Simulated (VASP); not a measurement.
# In2Te2O (P-3m1) in VASP: notebook, part 2 of 2

VASP 6.6.1. The steps go on from the part before.

## Step 4: Equation of state, PBE, 36.45 Å³/atom (volume scaled by 1.03)

INCAR reads:

```
SYSTEM = In2Te2O
PREC = Accurate
ENCUT = 520
EDIFF = 1E-6
ISMEAR = 0
SIGMA = 0.03
LREAL = .FALSE.
LASPH = .TRUE.
NELM = 100
ALGO = Normal
ISIF = 4
LWAVE = .FALSE.
LCHARG = .FALSE.
GGA = PE
IBRION = 2
NSW = 30
EDIFFG = -0.02
KPAR = 2
```

KPOINTS reads:

```
Automatic mesh
0
G
  6 6 4
  0 0 0
```

POSCAR reads:

```
In2Te2O
1.0
    4.4776190531      0.0000000000      0.0000000000
   -2.2388095266      3.8777324330      0.0000000000
    0.0000000000      0.0000000000     10.4958470886
In Te O
2 2 1
Direct
    0.0000000000      0.0000000000      0.8101560000
    0.0000000000      0.0000000000      0.1898440000
    0.3333330000      0.6666670000      0.3149000000
    0.6666670000      0.3333330000      0.6851000000
    0.0000000000      0.0000000000      0.0000000000
```

Launch:

```console
$ cat potpaw_PBE.64/In_d/POTCAR potpaw_PBE.64/Te/POTCAR potpaw_PBE.64/O/POTCAR > POTCAR
$ mpirun -np 2 vasp_std > vasp.out
```

It took 9.9 min on 2 MPI ranks of Intel Xeon Platinum 8259CL at 2.50GHz (Skylake/Cascade Lake), shared host; peak memory 0.39 GiB.

Results (log left out):

| Property | Result |
| --- | --- |
| Free energy | -19.2257 eV |
| Pressure | -0.1 GPa |
| Largest force | 0.007 eV/Å |
| Band gap on the k mesh | 1.09 eV, direct |

Caveat: spin-orbit coupling is left out, which moves the levels of the heavy elements; this functional lacks dispersion, which binds the layers, so the pressure and a relaxed spacing across them are unreliable.

## Step 5: Equation of state, PBE, 33.26 Å³/atom (volume scaled by 0.94)

INCAR is that of step 4.

KPOINTS is that of step 4.

POSCAR, as its differences from that of step 4:

```diff
@@ -2,5 +2,5 @@
 1.0
-    4.4776190531      0.0000000000      0.0000000000
-   -2.2388095266      3.8777324330      0.0000000000
-    0.0000000000      0.0000000000     10.4958470886
+    4.3432085628      0.0000000000      0.0000000000
+   -2.1716042814      3.7613295163      0.0000000000
+    0.0000000000      0.0000000000     10.1807796527
 In Te O
```

Launch:

```console
$ cat potpaw_PBE.64/In_d/POTCAR potpaw_PBE.64/Te/POTCAR potpaw_PBE.64/O/POTCAR > POTCAR
$ mpirun -np 2 vasp_std > vasp.out
```

Wall time 9.4 min (2 MPI ranks of Intel Xeon Platinum 8259CL at 2.50GHz (Skylake/Cascade Lake), shared host); peak memory 0.34 GiB.

Results (log left out):

```
Free energy            : -19.2019 eV
Pressure               : 0.7 GPa
Largest force          : 0.016 eV/Å
Band gap on the k mesh : 1.00 eV, direct
```

Caveat: spin-orbit coupling is left out, which moves the levels of the heavy elements; this functional lacks dispersion, which binds the layers, so the pressure and a relaxed spacing across them are unreliable.

## Step 6: Equation of state, PBE, 37.51 Å³/atom (volume scaled by 1.06)

INCAR is that of step 5.

KPOINTS is that of step 5.

POSCAR, as its differences from that of step 5:

```diff
@@ -2,5 +2,5 @@
 1.0
-    4.3432085628      0.0000000000      0.0000000000
-   -2.1716042814      3.7613295163      0.0000000000
-    0.0000000000      0.0000000000     10.1807796527
+    4.5206757238      0.0000000000      0.0000000000
+   -2.2603378619      3.9150206092      0.0000000000
+    0.0000000000      0.0000000000     10.5967748867
 In Te O
```

Potentials or basis: VASP PAW PBE potentials, release 64 (In_d, Te, O).

Launch:

```console
$ cat potpaw_PBE.64/In_d/POTCAR potpaw_PBE.64/Te/POTCAR potpaw_PBE.64/O/POTCAR > POTCAR
$ mpirun -np 2 vasp_std > vasp.out
```

Wall time 9.6 min (2 MPI ranks of Intel Xeon Platinum 8259CL at 2.50GHz (Skylake/Cascade Lake), shared host); peak memory 0.38 GiB.

It converged, with:

| Quantity | Value |
| --- | --- |
| Free energy | -19.2235 eV |
| Pressure | -0.1 GPa |
| Largest force | 0.013 eV/Å |
| Band gap on the k mesh | 1.14 eV, direct |

Caveat: spin-orbit coupling is left out, which moves the levels of the heavy elements; this functional lacks dispersion, which binds the layers, so the pressure and a relaxed spacing across them are unreliable.

## Step 7: Equation of state, PBE, 32.20 Å³/atom (volume scaled by 0.91)

INCAR is that of step 6.

KPOINTS is that of step 6.

POSCAR, as its differences from that of step 6:

```diff
@@ -2,5 +2,5 @@
 1.0
-    4.5206757238      0.0000000000      0.0000000000
-   -2.2603378619      3.9150206092      0.0000000000
-    0.0000000000      0.0000000000     10.5967748867
+    4.2965037757      0.0000000000      0.0000000000
+   -2.1482518878      3.7208819781      0.0000000000
+    0.0000000000      0.0000000000     10.0713004189
 In Te O
```

Launch:

```console
$ cat potpaw_PBE.64/In_d/POTCAR potpaw_PBE.64/Te/POTCAR potpaw_PBE.64/O/POTCAR > POTCAR
$ mpirun -np 2 vasp_std > vasp.out
```

It took 12 min on 2 MPI ranks of Intel Xeon Platinum 8259CL at 2.50GHz (Skylake/Cascade Lake), shared host; peak memory 0.34 GiB.

It converged, with:

```
Free energy            : -19.1662 eV
Pressure               : 1.4 GPa
Largest force          : 0.011 eV/Å
Band gap on the k mesh : 1.01 eV, direct
```

Caveat: spin-orbit coupling is left out, which moves the levels of the heavy elements; this functional lacks dispersion, which binds the layers, so the pressure and a relaxed spacing across them are unreliable.

## Step 8: Equation of state, PBE, 38.57 Å³/atom (volume scaled by 1.09)

INCAR is that of step 7.

KPOINTS is that of step 7.

POSCAR, as its differences from that of step 7:

```diff
@@ -2,5 +2,5 @@
 1.0
-    4.2965037757      0.0000000000      0.0000000000
-   -2.1482518878      3.7208819781      0.0000000000
-    0.0000000000      0.0000000000     10.0713004189
+    4.5629274786      0.0000000000      0.0000000000
+   -2.2814637393      3.9516117077      0.0000000000
+    0.0000000000      0.0000000000     10.6958159065
 In Te O
```

Launch:

```console
$ cat potpaw_PBE.64/In_d/POTCAR potpaw_PBE.64/Te/POTCAR potpaw_PBE.64/O/POTCAR > POTCAR
$ mpirun -np 2 vasp_std > vasp.out
```

Wall time 15 min (2 MPI ranks of Intel Xeon Platinum 8259CL at 2.50GHz (Skylake/Cascade Lake), shared host); peak memory 0.39 GiB.

It converged, with:

```
Free energy            : -19.2206 eV
Pressure               : -0.2 GPa
Largest force          : 0.004 eV/Å
Band gap on the k mesh : 1.17 eV, direct
```

Caveat: spin-orbit coupling is left out, which moves the levels of the heavy elements; this functional lacks dispersion, which binds the layers, so the pressure and a relaxed spacing across them are unreliable.
